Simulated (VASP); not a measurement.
# SiH₃F: convergence, NMR shieldings and orbital susceptibility

SiH₃F, molecule in box, 5 atoms in the cell. LDA, GIPAW shieldings; PAW potentials F_h, Si, H_h (LDA set). VASP 6.6.1.

Wanted: isotropic shielding within 1 ppm; span within 2 ppm.

Isolated molecule: yes.

POSCAR:
```
SiH3F
1.0
   10.1600000000      0.0000000000      0.0000000000
    0.0000000000     10.4100000000      0.0000000000
    0.0000000000      0.0000000000     10.3000000000
F Si H
1 1 3
Direct
    0.3939419272      0.5168155620      0.6117330078
    0.5236564941      0.4993227666      0.5254514583
    0.4831938996      0.4826753084      0.3882669922
    0.5950442933      0.3841834813      0.5722766932
    0.6060580728      0.6158165187      0.5404126155
```

The series start from ENCUT (eV): 900; Vacuum around the molecule (Å): 8; EDIFF (eV): 1e-8; PREC: Accurate; Projectors: LREAL = F, NLSPLINE = T; LNMR_SYM_RED: yes; ALGO: Normal. Each series keeps the choices made before it, and each single choice may use up half of a tolerance.

## ENCUT (eV)

| ENCUT (eV) | Isotropic shielding, largest deviation (ppm) | Span, largest deviation (ppm) | Time (s) |
|---|---|---|---|
| 650 | 3.2 | 1.7 | 126 |
| 800 | 0.1 | 0.3 | 171 |
| 900 | 0.4 | 0.0 | 246 |
| 1050 | 0.3 | 0.1 | 281 |
| 1200 (reference) | 0.0 | 0.0 | 380 |

Chosen: 800, the loosest value from which every tighter one stays within half of the tolerance.

## Vacuum around the molecule (Å)

| Vacuum around the molecule (Å) | Isotropic shielding, largest deviation (ppm) | Span, largest deviation (ppm) | Time (s) |
|---|---|---|---|
| 6 | 1.7 | 4.4 | 83 |
| 8 | 0.4 | 0.4 | 171 |
| 10 | 0.1 | 0.0 | 313 |
| 12 (reference) | 0.0 | 0.0 | 578 |

Chosen: 8.

## EDIFF (eV)

| EDIFF (eV) | Isotropic shielding, largest deviation (ppm) | Span, largest deviation (ppm) | Time (s) |
|---|---|---|---|
| 0.0001 | 1.0 | 1.9 | 102 |
| 1e-5 | 0.4 | 0.9 | 118 |
| 1e-6 | 0.2 | 0.6 | 142 |
| 1e-7 | 0.0 | 0.1 | 153 |
| 1e-8 | 0.0 | 0.0 | 171 |
| 1e-9 (reference) | 0.0 | 0.0 | 184 |

Chosen: 1e-5.

## PREC

| PREC | Isotropic shielding, largest deviation (ppm) | Span, largest deviation (ppm) | Time (s) |
|---|---|---|---|
| Accurate | 0.0 | 0.0 | 118 |
| Normal | 0.0 | 0.2 | 64 |

Chosen: Normal, the fastest of those that stay within half of the tolerance.

## Projectors

| Projectors | Isotropic shielding, largest deviation (ppm) | Span, largest deviation (ppm) | Time (s) |
|---|---|---|---|
| LREAL = F, NLSPLINE = T | 0.0 | 0.0 | 64 |
| LREAL = Auto | 0.0 | 0.0 | 60 |
| LREAL = F, NLSPLINE = F | 0.0 | 0.0 | 59 |

Chosen: LREAL = F, NLSPLINE = T; no other choice that stays within half of the tolerance saves 30 % of the time.

## LNMR_SYM_RED

| LNMR_SYM_RED | Isotropic shielding, largest deviation (ppm) | Span, largest deviation (ppm) | Time (s) |
|---|---|---|---|
| yes | 0.0 | 0.0 | 64 |
| no | 0.0 | 0.0 | 60 |

Chosen: yes.

## ALGO

| ALGO | Isotropic shielding, largest deviation (ppm) | Span, largest deviation (ppm) | Time (s) |
|---|---|---|---|
| Normal | 0.0 | 0.0 | 64 |
| Fast | 0.0 | 0.1 | 56 |
| All | 0.2 | 0.3 | 53 |

Chosen: All; it saves 10.4 s of 64, so Normal would do nearly as well.

The choices weren't compared together with a run at all the tightest settings, so their joint error isn't shown.

## The input

INCAR:
```
SYSTEM = SiH3F
GGA      = CA             ! functional
PREC     = Normal         ! precision mode
ENCUT    = 800            ! plane-wave cutoff, eV
EDIFF    = 1E-5           ! SCF threshold, eV
LREAL    = .FALSE.        ! projectors in reciprocal space
LASPH    = .TRUE.         ! aspherical terms in the spheres
ALGO     = All            ! electronic algorithm
NELM     = 120            ! most SCF steps
LWAVE    = .FALSE.        ! write WAVECAR
LCHARG   = .FALSE.        ! write CHGCAR
LCHIMAG  = .TRUE.       
LNMR_SYM_RED= .TRUE.       
NLSPLINE = .TRUE.       
ISMEAR   = 0              ! smearing method
SIGMA    = 0.01           ! smearing width, eV
```

KPOINTS:
```
k-points
0
Gamma
  1 1 1
```

Commands:
```
cat potpaw_LDA.64/F_h/POTCAR potpaw_LDA.64/Si/POTCAR potpaw_LDA.64/H_h/POTCAR > POTCAR
mpirun -np 4 vasp_std > vasp.out
```

The chosen input took VASP 6.6.1 53 s on 4 cores (AMD EPYC 9R45 (Zen 5)), a shared host.

## An input that fails: exact exchange with linear-response shieldings

VASP's message: LCHIMAG=.TRUE. is not yet implemented for hybrid functionals (LHFCALC=.TRUE.). Please set LHFCALC=.FALSE. to use LCHIMAG.

Changes against the starting input:
```
- NELM = 120
+ NELM = 60
+ LHFCALC = True
+ HFSCREEN = 0.2
(KPOINTS)
-k-points
+Automatic mesh
+  0 0 0
```
